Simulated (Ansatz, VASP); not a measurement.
**Two plane-wave programs on VSe2**

```
V Se
1.0
     3.35500    0.00000    0.00000
    -1.67750    2.90552    0.00000
     0.00000    0.00000    6.13400
V Se
1 2
Direct
  0.00000 0.00000 0.00000
  0.33333 0.66667 0.25000
  0.66667 0.33333 0.75000
```

Alike in both runs: task single point; functional LDA; k mesh 7 × 7 × 3; occupations gaussian, width 0.05 eV; no spin polarisation; Hubbard terms V d U = 4.0 eV.

```csv
,VASP,Ansatz
version,VASP 6.6.1,Ansatz 0.2.0
potentials or method,"VASP PAW LDA potentials, release 64 (V_sv, Se)","scalar-relativistic, plane waves, PAW"
plane-wave cutoff (eV),520,420
valence electrons in the cell,25,45
```

Ansatz gave:

* gap on the k mesh at the Fermi level (eV): none
* pressure (GPa): -2.9
* largest component of the traceless stress (GPa): 0.97
* rms of the force components (eV/Å): 0.040

Task: What did VASP give for the same quantities?

Result: gap on the k mesh at the Fermi level (eV): none; pressure (GPa): -2.0; largest component of the traceless stress (GPa): 1.54; rms of the force components (eV/Å): 0.053.

The programs project onto different local orbitals, so the same U acts differently. Atom by atom the forces differ by 0.093 eV/Å (rms over components). A gap of «none» marks a metal or a gap that the smearing closes. The two sets of potentials don't hold the same shells in valence. Ansatz warned: «filled_band_counts_differ_across_k_points».

Caveats: the run has no spin polarisation, though such a crystal can be magnetic; U without spin polarisation on a metal has little footing.
